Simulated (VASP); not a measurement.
Here is the system:

```
ZrSe2
1.0
    1.88725    -3.26881     0.00000
    1.88725     3.26881     0.00000
    0.00000     0.00000     6.14352
Zr Se
1 2
Direct
  0.00000   0.00000   0.00000
  0.33333   0.66667   0.25867
  0.66667   0.33333   0.74133
```

These are optB86b-vdW, VASP's PBE PAW potentials (set 64) (plane waves; VASP) values and carry that method's errors. Numerical set-up: 520 eV cut-off, 8×8×4 Γ-centred mesh, tetrahedra with Blöchl corrections, potentials Zr_sv Se.

Estimate the energy per atom (σ→0).

```yaml
energy per atom (σ→0): -4.686 eV/atom
```

The absolute energy has meaning only against runs of the same code, potentials and settings.

The compound is ZrSe2 in the 1T layered structure. It was relaxed first.
